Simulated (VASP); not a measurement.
Crystal: MgCd2S3.

```xyz
6
Lattice="-2.0400 2.0400 8.6550 2.0400 -2.0400 8.6550 2.0400 2.0400 -8.6550" Properties=species:S:1:pos:R:3 pbc="T T T"
Mg    0.0000    0.0000    0.0000
Cd    0.0000    0.0000   11.5406
Cd    0.0000    0.0000    5.7694
S     0.0000    2.0400    7.2131
S     0.0000    2.0400    1.4419
S     2.0400    0.0000    4.3275
```

The cell was built by a generator and needn't be a form met in nature.

- Program: VASP 6.6.1
- Task: relaxation of cell and atoms
- Functional: PBE
- Potentials or basis: VASP PAW PBE potentials, release 64 (Mg, Cd, S)
- Cutoff: 520 eV
- k mesh: 5 × 5 × 5
- Occupations: gaussian, width 0.15 eV
- Spin: no spin polarisation

At the start: pressure 2.9 GPa; volume 24.01 Å³/atom.

Task: Where does the relaxation end?

Result: Over 9 steps the energy falls by 23.0 meV/atom and the volume is 25.21 Å³/atom (+5.0 %); space group I-4m2 (No. 119, to 0.05 Å).

The path:
| step | energy change (eV) | largest force (eV/Å) | pressure (GPa) | volume (Å³) |
| --- | --- | --- | --- | --- |
| 1 | 0.0000 | 0.7906 | 2.93 | 144.07 |
| 2 | -0.0987 | 0.3481 | -1.01 | 153.42 |
| 3 | -0.1000 | 0.3903 | -0.41 | 152.21 |
| 4 | -0.1000 | 0.3860 | -0.45 | 152.38 |
| 5 | -0.1177 | 0.2743 | -0.19 | 151.60 |
| 6 | -0.1324 | 0.2311 | 0.30 | 149.62 |
| 7 | -0.1330 | 0.2302 | 0.35 | 149.98 |
| 8 | -0.1381 | 0.0868 | -0.18 | 151.10 |
| 9 | -0.1381 | 0.0753 | -0.24 | 151.28 |

Final structure:
```xyz
6
Lattice="-2.0758 2.0758 8.7772 2.0758 -2.0758 8.7772 2.0758 2.0758 -8.7772" Properties=species:S:1:pos:R:3 pbc="T T T"
Mg    0.0000    0.0000    0.0000
Cd    0.0000    0.0000   11.6582
Cd    0.0000    0.0000    5.8962
S     0.0000    2.0758    7.4275
S     0.0000    2.0758    1.3497
S     2.0758    0.0000    4.3886
```

Caveat: the k mesh is coarse (spacing up to 0.44 Å⁻¹), so the values aren't converged; the relaxation stopped at a loose force limit of 0.08 eV/Å, so its end isn't a converged minimum.
